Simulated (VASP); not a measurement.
OSZICAR of a VASP run on Fe3Rh (space group Fm-3m):

File OSZICAR:
```
       N       E                     dE             d eps       ncg     rms          rms(c)
DAV:   1     0.241678426551E+03    0.24168E+03   -0.14797E+04  4072   0.109E+03
DAV:   2    -0.251582526753E+02   -0.26684E+03   -0.24998E+03  3486   0.313E+02
DAV:   3    -0.381783514341E+02   -0.13020E+02   -0.11958E+02  3944   0.839E+01
DAV:   4    -0.383917279645E+02   -0.21338E+00   -0.21300E+00  3844   0.113E+01
DAV:   5    -0.383975646045E+02   -0.58366E-02   -0.58360E-02  4548   0.170E+00    0.232E+01
DAV:   6    -0.424248230070E+02   -0.40273E+01   -0.40682E+01  4000   0.947E+01    0.390E+01
DAV:   7    -0.354276252275E+02    0.69972E+01   -0.38556E+01  4460   0.728E+01    0.140E+01
DAV:   8    -0.377782349536E+02   -0.23506E+01   -0.71290E+00  4842   0.545E+01    0.286E+01
DAV:   9    -0.347586448266E+02    0.30196E+01   -0.89964E+00  4560   0.272E+01    0.660E+00
DAV:  10    -0.347459547092E+02    0.12690E-01   -0.31028E-01  4518   0.728E+00    0.368E+00
DAV:  11    -0.347482348496E+02   -0.22801E-02   -0.97089E-02  5466   0.390E+00    0.164E+00
DAV:  12    -0.347599303310E+02   -0.11695E-01   -0.21163E-02  5016   0.224E+00    0.122E+00
DAV:  13    -0.347558432813E+02    0.40870E-02   -0.53985E-03  5004   0.163E+00    0.652E-01
DAV:  14    -0.347561367526E+02   -0.29347E-03   -0.29419E-03  5268   0.645E-01    0.354E-01
DAV:  15    -0.347561582217E+02   -0.21469E-04   -0.74913E-04  4678   0.693E-01    0.976E-02
DAV:  16    -0.347561354651E+02    0.22757E-04   -0.12981E-04  4968   0.168E-01    0.303E-02
DAV:  17    -0.347561373838E+02   -0.19187E-05   -0.87981E-06  4188   0.316E-02    0.203E-02
DAV:  18    -0.347561374881E+02   -0.10425E-06   -0.18692E-06  2502   0.204E-02
   1 F= -.34756137E+02 E0= -.34711286E+02  d E =-.897035E-01  mag=     9.1983
```

Which electronic solver shows in the log?

It is blocked Davidson (ALGO = Normal, or the opening steps of other solvers). The INCAR had ALGO = Normal.

How was spin treated?

Collinear spin (ISPIN = 2): the summary line carries one mag value, 9.20 μB in the cell.

Can the final energy be trusted as converged?

Self-consistency was reached. It stopped with EDIFF = 1E-6, NELM = 100 (PBEsol GGA, plane waves, VASP's PBE PAW potentials (set 64)).  The run has a spin-polarised start.

The structure comes from a computed database's Fe3Rh entry; how it stands against other phases isn't given here. The cell was not relaxed at this level.
